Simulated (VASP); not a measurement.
Input:

```
Rh
1.0
    0.00000     1.88990     1.88990
    1.88990     0.00000     1.88990
    1.88990     1.88990     0.00000
Rh
1
Direct
  0.00000   0.00000   0.00000
```

The numbers are results of PBEsol GGA, VASP's PBE PAW potentials (set 64) (plane waves; VASP), not measurements. Settings: PREC = Normal, EDIFF = 1E-5, 400 eV cut-off, 18×18×18 Γ-centred mesh, first-order Methfessel-Paxton smearing of 0.10 eV, potentials Rh_pv.

Q: Predict the energy per atom (σ→0), pressure, band gap (on the k-mesh) with the smallest direct gap where there is one.

A: 
```yaml
band gap (on the k-mesh): none (metal, semimetal or under 0.01 eV)
energy per atom (σ→0): -8.137 eV/atom
pressure: -1.55 GPa
```

The compound is Rh in the fcc structure. It was relaxed first.
